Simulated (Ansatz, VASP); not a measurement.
Given: the input of a run of VASP 6.6.1 on SiSe. The cell comes from a database or a generator and needn't be the stable form of this composition.

File INCAR:

```
SYSTEM = SiSe
  ALGO = Normal
  EDIFF = 1E-7
  ENCUT = 520
  GGA = PE
  ISIF = 2
  ISMEAR = -1
  LASPH = .True.
  LCHARG = .True.
  LELF = .True.
  LREAL = .False.
  LVHAR = .True.
  LWAVE = .False.
  NBANDS = 12
  NELM = 80
  PREC = Accurate
  SIGMA = 0.05
```

KPOINTS

```
k-points
0
Gamma
  9 9 7
  0 0 0
```

Contents of POSCAR:

```
SiSe
1.0
    3.5952000000      0.0000000000      0.0000000000
   -1.7976000000      3.1135300000      0.0000000000
    0.0000000000      0.0000000000      3.5987300000
Si Se
1 1
Direct
    0.6666700000      0.3333300000      0.5000000000
    0.0000000000      0.0000000000      0.0000000000
```

Potentials or basis: VASP PAW PBE potentials, release 64 (Si, Se).

Launch:

```sh
$ cat potpaw_PBE.64/Si/POTCAR potpaw_PBE.64/Se/POTCAR > POTCAR
$ mpirun -np 1 vasp_std > vasp.out
```

Set up the same calculation for Ansatz 0.2.0. Potentials or basis there: Ansatz PAW, cutoff 420 eV.

As run (cutoffs and basis follow the program's own potentials, and thresholds, step limits or extra output files can differ):

input.yaml

```yaml
crystal:
  lattice:
    - [3.5952, 0.0, 0.0]
    - [-1.7976, 3.11353, 0.0]
    - [0.0, 0.0, 3.59873]
  atoms:
    - { symbol: Si, position: [0.66667, 0.33333, 0.5] }
    - { symbol: Se, position: [0.0, 0.0, 0.0] }
hamiltonian:
  xc: pbe
  pseudopotentials: { kind: paw }
kpoints:
  mp_grid: { grid: [9, 9, 7] }
scf:
  occupations: { method: fermi_dirac, width: 0.05 }
output:
  forces: true
  stress: true
  eigenvalues: true
  write_density: true
  write_potential: true
  elf: true
  volumetric_format: npy
```

Potentials or basis: Ansatz PAW.

The run is started by

```sh
$ ansatz run input.yaml --threads 1 --pin off --max-ram 3584MiB --backend cpu --events-out ev --progress --plain --runs-dir out
```

Both were run:

|  | VASP | Ansatz |
| --- | --- | --- |
| Pressure | 0.4 GPa | 0.4 GPa |

Ansatz's pressure holds a Pulay term of +0.01 GPa for its cutoff of 420 eV, which the other run lacks.

The potentials hold 10 and 20 valence electrons a cell.

Where Ansatz's input types no cutoff or centring, it takes its own default and a Γ-centred mesh.

Pressure is positive in compression.
